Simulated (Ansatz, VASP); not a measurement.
## Ti9Al44O84 (glassy 29TiO2-71Al2O3 (mol %)) in two plane-wave programs

Aim: how closely do two programs agree when they are given the same cell, functional and k mesh? The cell is taken from a series of runs on this material, whose earlier steps may have relaxed, scaled, displaced or heated it; both programs get it as it stands.

Main program and level: Ansatz 0.2.0; plane waves, with VASP 6.6.1 beside it; single point at PBE.

## 1. Starting point

The cell holds 137 atoms: 9 Ti, 44 Al and 84 O. Cell: a = 11.391 Å, b = 11.391 Å, c = 11.391 Å, α = 90.0°, β = 90.0°, γ = 90.0°. As first built, before any earlier steps moved the atoms (in the runner's words): 137 atoms (9 Ti, 44 Al, 84 O) placed at random at 3.12 g/cm^3, melted at 4000 K for 10 ps at fixed volume with the Morse and Coulomb pair potential with partial charges (Pedone, Malavasi, Menziani, Cormack and Segre, J. Phys. Chem. B 110, 11780 (2006)). Quenched from 4000 K to 300 K at 1000 K/ps and fixed volume, held 10 ps at zero pressure.

## 2. Ansatz: single point, PBE

Ansatz runs on its default PAW (the set named soft_2) files.

A single point gives forces, pressure and levels at one fixed geometry, so differences don't come from the geometry; what else differs is listed under the comparison.

input.yaml reads:

```yaml
crystal:
  lattice:
    - [11.39091, 0.0, 0.0]
    - [0.0, 11.39091, 0.0]
    - [0.0, 0.0, 11.39091]
  atoms:
    - { symbol: Ti, position: [0.76532, 0.97544, 0.0438] }
    - { symbol: Ti, position: [0.51792, 0.70657, 0.83575] }
    - { symbol: Ti, position: [0.79882, 0.00046, 0.31931] }
    - { symbol: Ti, position: [0.39481, 0.86204, 0.5312] }
    - { symbol: Ti, position: [0.2621, 0.5463, 0.12116] }
    - { symbol: Ti, position: [0.55055, 0.22391, 0.29851] }
    - { symbol: Ti, position: [0.49336, 0.07965, 0.97444] }
    - { symbol: Ti, position: [0.37971, 0.62666, 0.35459] }
    - { symbol: Ti, position: [0.06145, 0.1174, 0.21189] }
    - { symbol: Al, position: [0.44379, 0.80101, 0.09434] }
    - { symbol: Al, position: [0.46215, 0.95688, 0.27703] }
    - { symbol: Al, position: [0.0764, 0.12446, 0.77071] }
    - { symbol: Al, position: [0.21503, 0.86133, 0.3293] }
    - { symbol: Al, position: [0.63674, 0.50265, 0.86258] }
    - { symbol: Al, position: [0.33838, 0.92059, 0.81751] }
    - { symbol: Al, position: [0.9887, 0.82946, 0.16374] }
    - { symbol: Al, position: [0.64559, 0.32244, 0.02924] }
    - { symbol: Al, position: [0.64945, 0.73369, 0.29882] }
    - { symbol: Al, position: [0.55534, 0.58793, 0.11052] }
    - { symbol: Al, position: [0.74326, 0.25645, 0.76244] }
    - { symbol: Al, position: [0.18936, 0.79711, 0.99606] }
    - { symbol: Al, position: [0.93797, 0.90007, 0.74634] }
    - { symbol: Al, position: [0.81488, 0.27208, 0.18416] }
    - { symbol: Al, position: [0.60344, 0.69317, 0.54262] }
    - { symbol: Al, position: [0.92029, 0.205, 0.96618] }
    - { symbol: Al, position: [0.31355, 0.2664, 0.48207] }
    - { symbol: Al, position: [0.32772, 0.09836, 0.65056] }
    - { symbol: Al, position: [0.27976, 0.30076, 0.26581] }
    - { symbol: Al, position: [0.08815, 0.80513, 0.54574] }
    - { symbol: Al, position: [0.10674, 0.06785, 0.4949] }
[... 101 atom lines left out ...]
    - { symbol: O, position: [0.59626, 0.83679, 0.79823] }
    - { symbol: O, position: [0.93227, 0.6924, 0.19923] }
    - { symbol: O, position: [0.74094, 0.78011, 0.57938] }
    - { symbol: O, position: [0.33177, 0.94499, 0.65616] }
    - { symbol: O, position: [0.87708, 0.2059, 0.81105] }
    - { symbol: O, position: [0.21927, 0.17637, 0.21152] }
kpoints:
  mp_grid: { grid: [1, 1, 1] }
hamiltonian:
  xc: pbe
scf:
  occupations: { method: gaussian, width: 0.05 }
output:
  forces: true
  stress: true
  populations: intrinsic
  dos:
    method: { smearing: { sigma: 0.15 } }
    de: 0.1
    projected: { site_lists: { Al: [Al], O: [O], Ti: [Ti] } }
  eigenvalues: true
```

Command:

```console
> ansatz run input.yaml --threads 4 --pin off --max-ram 8192MiB --backend cpu --events-out ev --progress --plain --runs-dir out
```

Numbers of over 12 decimals in the logs are rounded to 6 here.

Log:

```text
Engine: ansatz 0.2.0, aarch64-unknown-linux-gnu
Pseudopotentials: kind: paw
Pseudopotential: Ti, paw, valence charge 12, recommended cutoff 420 eV (normal), Ti.paw.azcp
Pseudopotential: Al, paw, valence charge 3, recommended cutoff 420 eV (normal), Al.paw.azcp
Pseudopotential: O, paw, valence charge 6, recommended cutoff 420 eV (normal), O.paw.azcp
Functional definition: PBE
  parameter kappa = 0.804
  parameter beta = 0.066725
  exchange = pbe_x(kappa = kappa, mu = beta*pi^2/3)
  correlation = pbe_c(beta = beta)
Crystal: 137 atoms, lattice volume = 1478.003 Å³
Basis set: ecut = 420 eV, 28887 PW (Γ), exchange–correlation on 160×160×160 points (8 copies of the dense FFT grid, shifted against one another)
Bands: 509, of which v1, the nominal top of the filled ones, is band 372 counted from 1 (371 counted from 0)
Symmetry: 1 space group operations
Space group: P1 (ITA 1), of the structure as read, at distance tolerance 1.1e-4 Å
k-points: 1
Non-local potential: Ti, projectors of the file, l = 0: 3, l = 1: 2, l = 2: 3, l = 3: 1
Non-local potential: Al, projectors of the file, l = 0: 2, l = 1: 2, l = 2: 1
Non-local potential: O, projectors of the file, l = 0: 2, l = 1: 2, l = 2: 1
PAW form: soft (Blöchl's): semilocal exchange-correlation on the pseudo side does not see the compensation charge
PAW one-centre angular grid: Ti, 590 points (default); XC on 64 Gauss nodes
PAW one-centre angular grid: Al, 110 points (default); XC on 64 Gauss nodes
PAW one-centre angular grid: O, 110 points (default); XC on 64 Gauss nodes
Initial density: superposition of atomic densities (neutral atoms: chi_scale 0, normalization atom), corrected by the library's trained network
Initial wavefunctions: pseudopotential atomic-orbital guess
Functional: x = pbe(κ = 0.804, μ = 0.219515), c = pbe(β = 0.066725)
SCF iter   1: F=—  HF=-93983.050622 eV  |F-HF|=—  |Δ(HF+E_count)|=         —  Δρ=3.67e-3  dr2=2.01e-1  ethr=1.77e-3  ⟨swp⟩=6.0  Hψ=2215  notcnv=0  defer=35
preconditioner: auto → Resta (q_TF=auto, 2.433 Å⁻¹)  ε∞=4.2  [insulator: Δε(μ)=2.605 eV  Ē_g=14.011 eV  σ=0.050 eV  W_gap=1.00  n_scr=364 (ndim 8)  ℏωp=25.0 eV  f_vac=0.036  D(μ)=0.00/eV (n_scr^D=0)  ε∞_Penn≈4.2]
SCF iter   2: F=—  HF=-93983.027280 eV  |F-HF|=—  |Δ(HF+E_count)|=   2.33e-2  Δρ=1.93e-3  dr2=4.41e-2  ethr=2.70e-5  ⟨swp⟩=2.0  Hψ=846  notcnv=0  defer=127
SCF iter   3: F=—  HF=-93983.029140 eV  |F-HF|=—  |Δ(HF+E_count)|=   1.86e-3  Δρ=1.00e-3  dr2=1.75e-2  ethr=5.93e-6  ⟨swp⟩=3.0  Hψ=735  notcnv=0  defer=127
SCF iter   4: F=—  HF=-93983.029826 eV  |F-HF|=—  |Δ(HF+E_count)|=   6.86e-4  Δρ=4.57e-4  dr2=4.09e-3  ethr=2.35e-6  ⟨swp⟩=2.0  Hψ=733  notcnv=0  defer=127
SCF iter   5: F=—  HF=-93983.029416 eV  |F-HF|=—  |Δ(HF+E_count)|=   4.11e-4  Δρ=1.72e-4  dr2=4.51e-4  ethr=5.50e-7  ⟨swp⟩=2.0  Hψ=637  notcnv=0  defer=127
SCF iter   6: F=—  HF=-93983.029540 eV  |F-HF|=—  |Δ(HF+E_count)|=   1.24e-4  Δρ=1.03e-4  dr2=1.74e-4  ethr=6.06e-8  ⟨swp⟩=2.0  Hψ=746  notcnv=0  defer=127
SCF iter   7: F=—  HF=-93983.029549 eV  |F-HF|=—  |Δ(HF+E_count)|=   8.83e-6  Δρ=4.23e-5  dr2=2.98e-5  ethr=2.34e-8  ⟨swp⟩=2.0  Hψ=746  notcnv=0  defer=127
SCF iter   8: F=—  HF=-93983.029573 eV  |F-HF|=—  |Δ(HF+E_count)|=   2.40e-5  Δρ=1.88e-5  dr2=5.46e-6  ethr=4.01e-9  ⟨swp⟩=2.0  Hψ=879  notcnv=0  defer=130
SCF iter   9: F=—  HF=-93983.029576 eV  |F-HF|=—  |Δ(HF+E_count)|=   3.03e-6  Δρ=8.68e-6  dr2=1.36e-6  ethr=7.33e-10  ⟨swp⟩=2.0  Hψ=648  notcnv=0  defer=130
SCF iter  10: F=—  HF=-93983.029577 eV  |F-HF|=—  |Δ(HF+E_count)|=   9.27e-7  Δρ=5.52e-6  dr2=5.37e-7  ethr=1.83e-10  ⟨swp⟩=2.0  Hψ=739  notcnv=0  defer=130
SCF iter  11: F=-93983.029577 eV  HF=-93983.029577 eV  |F-HF|=5.46e-9  |Δ(HF+E_count)|=   9.02e-8  Δρ=2.41e-6  dr2=9.63e-8  ethr=1.34e-11  ⟨swp⟩=11.0  Hψ=3011  notcnv=0
SCF 1 converged in 11 iterations: F = -93983.029577 eV  dr2 = 9.63e-8
  greatest PAW one-centre occupation: 0.999 electrons in one spin orbital (limit 2), on the Ti atom at site 0 (counted from 0), in its partial waves of l = 0
SCF converged after 11 iterations
Free energy (F): -93983.029577 eV
Harris-Foulkes:  -93983.029577 eV  (|F-HF|=5.46e-9)
Internal energy: -93983.029577 eV  (E = F + TS)
E sigma→0 (E₀):  -93983.029577 eV
Fermi energy:    7.365876 eV
--- Per-component energies (eV) ---
  E_band       = -2829.820821
  E_kinetic    = 18605.109169
  E_local      = -47567.495926  (includes V_loc(G=0)·N_el)
  E_nonlocal   = 4509.554596
  E_hartree    = 18398.009276
  E_xc         = -8935.694540
  E_vxc        = -10426.688728  (∫ρ·V_xc dr)
  E_paw        = -43321.955100  (= ΣΔE_a)
  E_vpaw       = -4746.524995  (= ΣTr[D̂ρ^β])
  E_aug_tail   = 0.212669  (compensation charges beyond the density's cutoff)
  E_ewald      = -35670.769720
  E_smearing   = -0.000000  (= −TS)
  E_closure    = -0.000000  (closes the sum)
  Σ components = -93983.029577   (vs F -93983.029577, Δ=0.00e0)
--- Forces (eV/Å), atoms counted from 1 ---
[...]
atom 129  O      0.47484450    -0.44529746     1.28023812
  atom 130  O     -1.05120327     0.03938083    -1.00943191
  atom 131  O     -0.60190604     0.11378673     2.04566223
  atom 132  O     -0.55007445    -1.71059653     0.02477015
  atom 133  O     -0.50485062    -0.98859520     0.63331229
  atom 134  O      0.11889420    -0.81207605    -0.46081207
  atom 135  O     -0.57526527    -0.20006521     0.62294177
  atom 136  O      0.94844047    -0.33368024     0.18177870
  atom 137  O      0.01546464    -1.03886393    -0.64696482
  max |Σ_I F_I| component: 1.11e-4 eV/Å
--- Stress (GPa, compression-positive) ---
        7.408354      -0.044876       1.397677
       -0.044881      12.669190       1.735169
        1.397683       1.735159      14.336056
  P = ⅓ Tr σ = 11.4712 GPa (114.712 kbar)
--- Band table (eV) ---
  k-point 0: bands = [... 368 lower, 5.8451, 5.8782, 6.0000, 6.1458, 8.5860, 8.8304, 8.9143, 9.0434, ... 133 higher]
--- intrinsic populations: 137 sites ---
  site symbol       q [e]
     0     Ti     10.6501
     1     Ti     10.5606
     2     Ti     10.6256
     3     Ti     10.5816
     4     Ti     10.6037
     5     Ti     10.5756
     6     Ti     10.5630
     7     Ti     10.5693
     8     Ti     10.5898
     9     Al      1.7247
    10     Al      1.7119
    11     Al      1.6790
    12     Al      1.6633
    13     Al      1.6853
    14     Al      1.6716
    15     Al      1.6906
    16     Al      1.6833
    17     Al      1.7228
    18     Al      1.6617
    19     Al      1.6533
    20     Al      1.6741
    21     Al      1.6220
    22     Al      1.7319
    23     Al      1.6953
[...]
129      O      6.7012
   130      O      6.9029
   131      O      6.6877
   132      O      6.9127
   133      O      6.8517
   134      O      6.7833
   135      O      6.9003
   136      O      6.8315
  spilling = 0.000000 (of n_electrons = 744.000000)
```

Reading the cycles: dr2 is the Hartree energy of the density residual (eV), the measure of convergence; HF is the Harris–Foulkes estimate of the energy, which meets the free energy F at convergence.

## 3. VASP: single point, PBE

The same cell, functional, mesh and smearing now go to VASP, with its own data sets.

Lines of VASP's logs that name or quote its potential files are left out, and so is its time.

INCAR reads:

```
SYSTEM = Ti9Al44O84
PREC = Accurate
ENCUT = 600
EDIFF = 1E-06
NELM = 120
ISMEAR = 0
SIGMA = 0.05
LREAL = Auto
ALGO = Normal
GGA = PE
NBANDS = 467
LASPH = .TRUE.
LORBIT = 11
LWAVE = .FALSE.
LCHARG = .FALSE.
ISIF = 2
GGA_COMPAT = .FALSE.
EFERMI = MIDGAP
```

POSCAR reads:

```
Ti9Al44O84
1.0
   11.3909100000      0.0000000000      0.0000000000
    0.0000000000     11.3909100000      0.0000000000
    0.0000000000      0.0000000000     11.3909100000
Ti Al O
9 44 84
Direct
    0.7653200000      0.9754400000      0.0438000000
    0.5179200000      0.7065700000      0.8357500000
    0.7988200000      0.0004600000      0.3193100000
    0.3948100000      0.8620400000      0.5312000000
    0.2621000000      0.5463000000      0.1211600000
    0.5505500000      0.2239100000      0.2985100000
    0.4933600000      0.0796500000      0.9744400000
    0.3797100000      0.6266600000      0.3545900000
    0.0614500000      0.1174000000      0.2118900000
    0.4437900000      0.8010100000      0.0943400000
    0.4621500000      0.9568800000      0.2770300000
    0.0764000000      0.1244600000      0.7707100000
    0.2150300000      0.8613300000      0.3293000000
    0.6367400000      0.5026500000      0.8625800000
    0.3383800000      0.9205900000      0.8175100000
    0.9887000000      0.8294600000      0.1637400000
    0.6455900000      0.3224400000      0.0292400000
    0.6494500000      0.7336900000      0.2988200000
    0.5553400000      0.5879300000      0.1105200000
    0.7432600000      0.2564500000      0.7624400000
    0.1893600000      0.7971100000      0.9960600000
    0.9379700000      0.9000700000      0.7463400000
    0.8148800000      0.2720800000      0.1841600000
    0.6034400000      0.6931700000      0.5426200000
    0.9202900000      0.2050000000      0.9661800000
    0.3135500000      0.2664000000      0.4820700000
    0.3277200000      0.0983600000      0.6505600000
    0.2797600000      0.3007600000      0.2658100000
    0.0881500000      0.8051300000      0.5457400000
    0.1067400000      0.0678500000      0.4949000000
[... 101 atom lines left out ...]
    0.5962600000      0.8367900000      0.7982300000
    0.9322700000      0.6924000000      0.1992300000
    0.7409400000      0.7801100000      0.5793800000
    0.3317700000      0.9449900000      0.6561600000
    0.8770800000      0.2059000000      0.8110500000
    0.2192700000      0.1763700000      0.2115200000
```

KPOINTS reads:

```
Automatic mesh
0
Gamma
1 1 1
0 0 0
```

PAW data sets: Ti_sv, Al and O (PBE family, release 64).

Command:

```console
> export OMP_NUM_THREADS=3
> mpirun -np 1 vasp_gam
```

Log:

```text
[banner, memory and clock lines left out]
running    1 mpi-ranks, on    1 nodes
[...]
Offloading initialized ...    1 GPUs detected
[...]
LDA part: xc-table for (Slater+PW92), standard interpolation
 POSCAR, INCAR and KPOINTS ok, starting setup
[...]
entering main loop
       N       E                     dE             d eps       ncg     rms          rms(c)
DAV:   1     0.989159676685E+04    0.98916E+04   -0.46006E+05   934   0.189E+03
DAV:   2     0.291980693206E+03   -0.95996E+04   -0.90072E+04  1070   0.487E+02
DAV:   3    -0.113415207852E+04   -0.14261E+04   -0.13997E+04  1057   0.197E+02
DAV:   4    -0.122564306028E+04   -0.91491E+02   -0.90995E+02  1284   0.513E+01
[...]
DAV:  18    -0.103379708504E+04    0.21333E-06   -0.81246E-05  1292   0.219E-02    0.152E-02
DAV:  19    -0.103379708393E+04    0.11098E-05   -0.25391E-05  1028   0.123E-02    0.924E-03
DAV:  20    -0.103379708293E+04    0.99274E-06   -0.57026E-06  1012   0.672E-03
   1 F= -.10337971E+04 E0= -.10337971E+04  d E =0.000000E+00
```

OUTCAR, selected parts (step 3):

```text
  FREE ENERGIE OF THE ION-ELECTRON SYSTEM (eV)
  ---------------------------------------------------
  free  energy   TOTEN  =     -1033.7970829346 eV

  energy  without entropy=    -1033.7970829346  energy(sigma->0) =    -1033.79708293

[... 2 further parts left out ...]
[key lines of the parts left out:]
E-fermi :   5.5178
```

This run has no spin polarisation, so a moment on Ti, if there is one, isn't seen.

## 4. Comparison

Known differences besides the potentials themselves: the cutoff is 420 eV in Ansatz and 600 eV in VASP (PREC = Accurate, projectors in real space). Total energies have different zeros and are not compared.

Both answers:

```
              quantity  Ansatz   VASP  difference
        pressure (GPa)   11.47  11.39       +0.08
gap on the k mesh (eV)   2.440  2.415      +0.025
```

Forces on 10 of the 137 atoms, those with the largest forces and the largest differences (eV/Å; atoms numbered as in POSCAR):

```
atom          Ansatz x, y, z            VASP x, y, z
 Ti3   1.637, -1.270, -2.960   1.649, -1.226, -3.000
Al22  -2.566, -2.036, -0.894  -2.610, -2.066, -0.901
Al30    0.573, -0.253, 3.301    0.598, -0.262, 3.358
 O58     2.602, 2.073, 0.663     2.650, 2.120, 0.688
 O83    0.014, 0.621, -0.645   -0.044, 0.685, -0.682
 O86  -3.120, -0.037, -1.054  -3.187, -0.088, -1.074
 O89    1.944, 0.915, -2.560    1.943, 0.905, -2.540
 O99   -0.344, -0.021, 1.137   -0.298, -0.081, 1.187
O100   -2.652, -1.900, 1.022   -2.674, -1.925, 1.040
O124    0.814, 1.102, -1.514    0.887, 1.157, -1.580
```

The forces differ by 25 meV/Å r.m.s., which is 2.5 % of the r.m.s. force of 1.000 eV/Å (both taken over all components). A gap on the mesh is an upper bound, since the band edges may lie between its points.

## 5. Results

| Item | Value |
| --- | --- |
| r.m.s. force difference (single point, PBE) | 2.5 % of the r.m.s. force |

**Reading.** The r.m.s. force difference is 2.5 % of the r.m.s. force (single point, PBE), within the 3 % picked in this series as the mark of a large difference. Such differences can come from data sets, numerical settings and the points named under the comparisons, not from the functional's error against experiment.

[Lines on the potential files, build, host, timing and source positions are cut from VASP's logs without a mark.]

[Logs are printed without paths, hosts, clocks, repeated set-up lines and the standing remarks that a program may print on its own settings, such as how far it seeks lower states.]

[Hosts, paths, dates, database ids (printed as entryN), source tags and the programs' standing remarks are cut or masked in the printed files.]
